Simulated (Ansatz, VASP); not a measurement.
## Zn3SbN3: VASP beside Ansatz

Wanted: the spread between two codes on one cell, functional and k mesh. The cell is taken from a series of runs on this material, whose earlier steps may have relaxed, scaled, displaced or heated it; both programs get it as it stands.

Method: plane waves, with VASP 6.6.1 beside it; single point at HSE06, in Ansatz 0.2.0.

## (1) Set-up

It takes space group Cm (No. 8, monoclinic). The conventional cell has a = 7.059 Å, b = 6.566 Å, c = 5.652 Å, α = 90.00°, β = 126.28°, γ = 90.00°. Nearest to Zn lie 3 N at 1.97 Å. Nearest to Zn lie 3 N at 2.00 to 2.04 Å. Nearest to Sb lie 3 N at 2.06 to 2.08 Å. Nearest to N lie 3 Zn at 1.97 to 2.04 Å and 1 Sb at 2.08 Å. N has 3 Zn at 1.97 to 2.00 Å and 1 Sb at 2.06 Å nearest. Farther neighbours and most contacts between anions are not listed.

## (2) Ansatz: single point, HSE06

Ansatz runs on its PAW soft_1 files.

A single point gives forces, pressure and levels at one fixed geometry, so differences don't come from the geometry; what else differs is listed under the comparison.

Contents of input.yaml:

```yaml
crystal:
  lattice:
    - [3.529645129, -3.283248115, 0.0]
    - [3.529645129, 3.283248115, 0.0]
    - [-3.3442202977, 0.0, 4.5561292986]
  atoms:
    - { symbol: Zn, position: [0.6472158037, 0.6472158037, 0.1189086107] }
    - { symbol: Zn, position: [0.7534787358, 0.3133615557, 0.5144390444] }
    - { symbol: Zn, position: [0.3133615557, 0.7534787358, 0.5144390444] }
    - { symbol: Sb, position: [0.0543102333, 0.0543102333, 0.0006385362] }
    - { symbol: "N", position: [0.4139368464, 0.9435234632, 0.3047115079] }
    - { symbol: "N", position: [0.9435234632, 0.4139368464, 0.3047115079] }
    - { symbol: "N", position: [0.7000333718, 0.7000333718, 0.8142597586] }
kpoints:
  mp_grid: { grid: [4, 4, 4] }
  band_path:
    path:
      - [0.0, 0.0, 0.0]
      - [0.0, 0.0, -0.5]
      - [-0.35449978, 0.35449978, -0.5]
      - [0.35449978, 0.64550022, -0.5]
      - [0.5, 0.5, -0.5]
      - [-0.5, 0.5, 0.0]
      - [0.0, 0.5, -0.5]
      - [0.0, 0.5, 0.0]
      - [-0.25, 0.25, 0.0]
      - [0.0, 0.0, -0.3]
    npoints: 1
hamiltonian:
  xc: hse06
  pseudopotentials: { kind: paw, azcp: { folder: soft_1 } }
scf:
  occupations: { method: fixed }
  n_extra_bands: 6
output:
  eigenvalues: true
```

On the command line:

```console
$ ansatz run input.yaml --threads 2 --pin off --max-ram 92160MiB --backend cuda --events-out ev --progress --plain --runs-dir out --devices 1 --max-vram 13GiB
```

Numbers of over 12 decimals in the logs are rounded to 6 here.

Log:

```text
scf.n_extra_bands = 6 over 33 filled bands (N_el = 66.0): the run solves 39 bands
GPUs: using 1 of 1 available (devices: 1).
Engine: ansatz 0.2.0, x86_64-unknown-linux-gnu
Pseudopotentials: kind: paw
Pseudopotential: Zn, paw, valence charge 12, recommended cutoff 420 eV (normal), soft_1/Zn.paw.azcp
Pseudopotential: Sb, paw, valence charge 15, recommended cutoff 420 eV (normal), soft_1/Sb.paw.azcp
Pseudopotential: N, paw, valence charge 5, recommended cutoff 420 eV (normal), soft_1/N.paw.azcp
Functional definition: HSE06
  parameter a = 0.25
  parameter omega = 0.11/bohr
  exchange = pbe_x - a*pbe_x_sr(omega) + a*exact_x_sr(omega)
  correlation = pbe_c
davidson cushion auto → on  (no smearing: the cushion is to keep the highest requested band from converging to the state above it; pin scf.eigensolver.cushion to override)
device memory: the entry about to start is reckoned to put 1.5 GiB on a device that reports 43.5 GiB free (of which the cap on the GPU budget leaves the run 13.0 GiB)
GPU FFT provider: cuFFT
GPU libraries: cuBLAS 13.8.2, cuFFT 12.4.0, cuSOLVER 12.3.4
Crystal: 7 atoms, lattice volume = 105.599 Å³
Basis set: ecut = 420 eV, 2061 PW (Γ)
Bands: 39, of which v1, the nominal top of the filled ones, is band 33 counted from 1 (32 counted from 0)
Symmetry: 2 space group operations
Space group: Cm (ITA 8), of the structure as read, at distance tolerance 4.7e-5 Å
k-points: 24 of 64 (time reversal used)
Non-local potential: Zn, projectors of the file, l = 0: 2, l = 1: 2, l = 2: 3, l = 3: 1
Non-local potential: Sb, projectors of the file, l = 0: 2, l = 1: 2, l = 2: 2, l = 3: 1
Non-local potential: N, projectors of the file, l = 0: 2, l = 1: 2, l = 2: 1
PAW form: soft (Blöchl's): semilocal exchange-correlation on the pseudo side does not see the compensation charge
PAW frozen core: Zn, regenerated for the run's functional, and the local potential with it (the file was generated under x = pbe(κ = 0.804, μ = 0.219515), c = pbe(β = 0.066725))
PAW frozen core: Sb, regenerated for the run's functional, and the local potential with it (the file was generated under x = pbe(κ = 0.804, μ = 0.219515), c = pbe(β = 0.066725))
PAW frozen core: N, regenerated for the run's functional, and the local potential with it (the file was generated under x = pbe(κ = 0.804, μ = 0.219515), c = pbe(β = 0.066725))
PAW one-centre angular grid: Zn, 590 points (default); XC on 64 Gauss nodes
PAW one-centre angular grid: Sb, 590 points (default); XC on 64 Gauss nodes
PAW one-centre angular grid: N, 110 points (default); XC on 64 Gauss nodes
Initial density: superposition of atomic densities (chi_scale 0.1, normalization cell, long waves kept (reshape's long-wave potential 0.03 eV rms))
Initial wavefunctions: pseudopotential atomic-orbital guess
GPU buffer pool allocated for 51840 grid points (all kernels)
GPU transforms: local potential and band sums: pruned to the plane-wave sphere, on 36×36×40
Functional: x = pbe(κ = 0.804, μ = 0.219515), c = pbe(β = 0.066725), warm-up for x = pbe(κ = 0.804, μ = 0.219515) + 0.25 (exact − pbe) at short range (hse, ω = 0.207870 Å⁻¹), c = pbe(β = 0.066725); HSE06 as pw.x's `hse` composes it (authors' and Libxc's form: `xc: wpbeh`)
SCF iter   1: F=—  HF=-17594.413925 eV  |F-HF|=—  |Δ(HF+E_count)|=         —  Δρ=7.56e-2  dr2=7.14e0  ethr=1.00e-1  ⟨swp⟩=6.2  Hψ=3048  notcnv=0
preconditioner: auto → none  [insulator: Δε(μ)=2.052 eV  Ē_g=13.986 eV  n_scr=30 (ndim 8)  ℏωp=29.4 eV  f_vac=0.011]
SCF iter   2: F=—  HF=-17593.649778 eV  |F-HF|=—  |Δ(HF+E_count)|=   7.64e-1  Δρ=6.13e-2  dr2=3.62e0  ethr=1.08e-2  ⟨swp⟩=4.2  Hψ=2874  notcnv=0  defer=2
iter 3 solved again at ethr=2.26e-4 eV; its pass at ethr=5.48e-3 eV (dr2=1.49e-1 eV) is discarded
SCF iter   3: F=—  HF=-17592.785928 eV  |F-HF|=—  |Δ(HF+E_count)|=   8.64e-1  Δρ=1.56e-2  dr2=1.52e-1  ethr=2.26e-4  ⟨swp⟩=3.0  Hψ=4531  notcnv=0
SCF iter   4: F=—  HF=-17592.807573 eV  |F-HF|=—  |Δ(HF+E_count)|=   2.16e-2  Δρ=1.03e-2  dr2=9.99e-2  ethr=2.26e-4  ⟨swp⟩=3.0  Hψ=2707  notcnv=0
SCF iter   5: F=—  HF=-17592.782164 eV  |F-HF|=—  |Δ(HF+E_count)|=   2.54e-2  Δρ=2.12e-3  dr2=5.57e-3  ethr=1.51e-4  ⟨swp⟩=3.0  Hψ=2505  notcnv=0
SCF iter   6: F=—  HF=-17592.781866 eV  |F-HF|=—  |Δ(HF+E_count)|=   2.98e-4  Δρ=1.61e-3  dr2=2.14e-3  ethr=8.45e-6  ⟨swp⟩=3.1  Hψ=2583  notcnv=0
SCF iter   7: F=-17592.781609 eV  HF=-17592.781592 eV  |F-HF|=1.72e-5  |Δ(HF+E_count)|=   2.74e-4  Δρ=5.62e-4  dr2=1.62e-4  ethr=3.24e-6  ⟨swp⟩=2.9  Hψ=2134  notcnv=0
SCF 1 stopped early in 7 iterations: F = -17592.781609 eV  dr2 = 1.62e-4
  greatest PAW one-centre occupation: 0.996 electrons in one spin orbital (limit 2), on the Sb atom at site 3 (counted from 0), in its partial waves of l = 2
device memory: the entry about to start is reckoned to put 2.0 GiB (of the 2.2 GiB reckoned in all, the device holds 0.2 GiB already) on a device that reports 43.7 GiB free (of which the cap on the GPU budget leaves the run 12.9 GiB)
GPU FFT provider: cuFFT
GPU libraries: cuBLAS 13.8.2, cuFFT 12.4.0, cuSOLVER 12.3.4
Initial density: handed on by an earlier stage of this run
Initial wavefunctions: those handed on with the density
GPU buffer pool allocated for 51840 grid points (all kernels)
GPU transforms: local potential and band sums: pruned to the plane-wave sphere, on 36×36×40
Functional: x = pbe(κ = 0.804, μ = 0.219515) + 0.25 (exact − pbe) at short range (hse, ω = 0.207870 Å⁻¹), c = pbe(β = 0.066725); HSE06 as pw.x's `hse` composes it (authors' and Libxc's form: `xc: wpbeh`)
Exchange kernel: α = 0.2500, screened, ω = 0.2079 Å⁻¹, Wigner–Seitz truncation, v(0) = 1044.9954 eV·Å³, q-mesh 4×4×4, nearest image of the exchange supercell L = 19.28 Å, pair-density grid 24×24×24, without the augmentation charges, whose exchange is taken in its separable form by FFT convolution over the k-point mesh (sized by the pseudopotential files, 30×30×32 at the most), smooth part of the exact exchange by density-matrix convolution in up to 3.76 GiB of GPU memory as planned if the GPU has room (build and FFT work areas not counted)
Frozen-core exchange: fock
SCF iter   1: F=—  HF=-17596.539309 eV  |F-HF|=—  |Δ(HF+E_count)|=         —  Δρ=2.56e-2  dr2=3.94e-1  ethr=2.45e-6  ⟨swp⟩=8.8  Hψ=6000  notcnv=0
preconditioner: auto → none  [insulator: Δε(μ)=2.355 eV  Ē_g=12.697 eV  n_scr=30 (ndim 8)  ℏωp=27.0 eV  f_vac=0.034]
SCF iter   2: F=—  HF=-17596.429928 eV  |F-HF|=—  |Δ(HF+E_count)|=   1.09e-1  Δρ=6.66e-3  dr2=4.77e-2  ethr=2.45e-6  ⟨swp⟩=5.8  Hψ=4570  notcnv=0
SCF iter   3: F=—  HF=-17596.454321 eV  |F-HF|=—  |Δ(HF+E_count)|=   2.44e-2  Δρ=4.71e-3  dr2=1.65e-2  ethr=2.45e-6  ⟨swp⟩=5.0  Hψ=3928  notcnv=0
SCF iter   4: F=—  HF=-17596.452354 eV  |F-HF|=—  |Δ(HF+E_count)|=   1.97e-3  Δρ=1.83e-3  dr2=1.78e-3  ethr=2.45e-6  ⟨swp⟩=4.0  Hψ=2980  notcnv=0
SCF iter   5: F=—  HF=-17596.456400 eV  |F-HF|=—  |Δ(HF+E_count)|=   4.05e-3  Δρ=1.19e-3  dr2=1.15e-3  ethr=2.25e-6  ⟨swp⟩=4.0  Hψ=2904  notcnv=0
SCF iter   6: F=—  HF=-17596.456025 eV  |F-HF|=—  |Δ(HF+E_count)|=   3.75e-4  Δρ=2.30e-4  dr2=8.95e-5  ethr=1.70e-6  ⟨swp⟩=3.0  Hψ=2722  notcnv=0
SCF iter   7: F=-17596.456005 eV  HF=-17596.456014 eV  |F-HF|=8.93e-6  |Δ(HF+E_count)|=   1.14e-5  Δρ=9.06e-5  dr2=1.53e-5  ethr=9.28e-8  ⟨swp⟩=3.4  Hψ=2483  notcnv=0
SCF 2 stopped early in 7 iterations: F = -17596.456005 eV  dr2 = 1.53e-5
hybrid outer 1: dexx = +4.457e-2 eV, tail = 1.93e-4 eV
GPU FFT provider: cuFFT
GPU libraries: cuBLAS 13.8.2, cuFFT 12.4.0, cuSOLVER 12.3.4
GPU buffer pool allocated for 51840 grid points (all kernels)
GPU transforms: local potential and band sums: pruned to the plane-wave sphere, on 36×36×40
Exchange kernel: α = 0.2500, screened, ω = 0.2079 Å⁻¹, Wigner–Seitz truncation, v(0) = 1044.9954 eV·Å³, q-mesh 4×4×4, nearest image of the exchange supercell L = 19.28 Å, pair-density grid 24×24×24, without the augmentation charges, whose exchange is taken in its separable form by FFT convolution over the k-point mesh (sized by the pseudopotential files, 30×30×32 at the most), smooth part of the exact exchange by density-matrix convolution in up to 3.76 GiB of GPU memory as planned if the GPU has room (build and FFT work areas not counted)
Frozen-core exchange: fock
SCF iter   1: F=—  HF=-17596.454444 eV  |F-HF|=—  |Δ(HF+E_count)|=         —  Δρ=1.77e-4  dr2=3.50e-5  ethr=1.46e-6  ⟨swp⟩=4.1  Hψ=2260  notcnv=0
preconditioner: auto → none  [insulator: Δε(μ)=2.351 eV  Ē_g=12.375 eV  n_scr=30 (ndim 8)  ℏωp=27.0 eV  f_vac=0.039]
iter 2 solved again at ethr=2.27e-9 eV; its pass at ethr=4.90e-8 eV (dr2=1.50e-6 eV) is discarded
SCF iter   2: F=—  HF=-17596.454439 eV  |F-HF|=—  |Δ(HF+E_count)|=   4.99e-6  Δρ=4.09e-5  dr2=2.13e-6  ethr=2.27e-9  ⟨swp⟩=3.0  Hψ=5091  notcnv=0
SCF iter   3: F=—  HF=-17596.454442 eV  |F-HF|=—  |Δ(HF+E_count)|=   3.16e-6  Δρ=2.07e-5  dr2=5.06e-7  ethr=2.27e-9  ⟨swp⟩=5.8  Hψ=2759  notcnv=0  defer=10
SCF iter   4: F=-17596.454442 eV  HF=-17596.454442 eV  |F-HF|=2.96e-8  |Δ(HF+E_count)|=   9.58e-8  Δρ=5.42e-6  dr2=4.35e-8  ethr=6.72e-10  ⟨swp⟩=3.2  Hψ=2409  notcnv=0
SCF 3 converged in 4 iterations: F = -17596.454442 eV  dr2 = 4.35e-8
hybrid outer 2: dexx = +3.820e-6 eV, tail = 1.72e-7 eV, Δε = 6.04e-3 eV (about 2.29e-4 eV left of the loop's levels)
device memory: the entry about to start is reckoned to put 0.7 GiB on a device that reports 32.7 GiB free (of which the cap on the GPU budget leaves the run 13.0 GiB)
NSCF: frozen V_eff on 10 k-points
hybrid SCF converged: 2 outer / 11 inner (+7 warm-up), last move |dexx| = 3.82e-6 eV, tail = 1.72e-7 eV
Stability not checked: this state was not tested for a lower state beside it, because the functional holds exact exchange (a hybrid, or Hartree-Fock), whose exchange loop this test does not read (fock_operator; see scf.lower_state_search)
Free energy (F): -17596.454442 eV
Frozen-core exchange: fock
Harris-Foulkes:  -17596.454442 eV  (|F-HF|=2.96e-8)
Internal energy: -17596.454442 eV  (E = F + TS)
E sigma→0 (E₀):  -17596.454442 eV
Fermi energy:    7.291111 eV
--- Per-component energies (eV) ---
  E_band       = -203.265490
  E_kinetic    = 979.834354
  E_local      = -8212.765842  (includes V_loc(G=0)·N_el)
  E_nonlocal   = 2974.270346
  E_hartree    = 3182.710236
  E_xc         = -408.898825
  E_vxc        = -372.191301  (∫ρ·V_xc dr)
  E_exx        = -205.664248  (= α·E_x^exact, valence–valence)
  E_paw        = -10530.617891  (= ΣΔE_a)
  E_vpaw       = -1526.501208  (= ΣTr[D̂ρ^β])
  E_aug_tail   = 0.002032  (compensation charges beyond the density's cutoff)
  E_ewald      = -5377.205491
  E_core_change = 1.880886  (= ΣΔE_core)
  E_smearing   = -0.000000  (= −TS)
  E_closure    = 0.000000  (closes the sum)
  Σ components = -17596.454442   (vs F -17596.454442, Δ=0.00e0)
--- Band table (eV; the first three rows and the last of 24) ---
  k-point 0: bands = [... 29 lower, 4.6292, 5.9410, 6.3879, 6.5722, 10.5849, 11.4398, 12.5665, 12.7229, ... 2 higher]
  k-point 1: bands = [... 29 lower, 5.1986, 5.8094, 6.3642, 7.1266, 9.6436, 11.7675, 11.7934, 12.9298, ... 2 higher]
  k-point 2: bands = [... 29 lower, 5.5704, 5.7551, 6.1653, 7.1240, 10.0493, 10.9462, 11.0789, 13.3188, ... 2 higher]
  k-point 23: bands = [... 29 lower, 6.0121, 6.2607, 6.3639, 7.1118, 11.4724, 12.4839, 12.9388, 13.3814, ... 2 higher]
```

The column dr2 measures how far the density is from self-consistency, as an energy; F and HF (Harris–Foulkes) agree once it is small.

(Continued in part 2 of 2.)

[Lines on the potential files, build, host, timing and source positions are cut from VASP's logs without a mark.]

[Logs are printed without paths, hosts, clocks, repeated set-up lines and the standing remarks that a program may print on its own settings, such as how far it seeks lower states.]

[Hosts, paths, dates, database ids (printed as entryN), source tags and the programs' standing remarks are cut or masked in the printed files.]
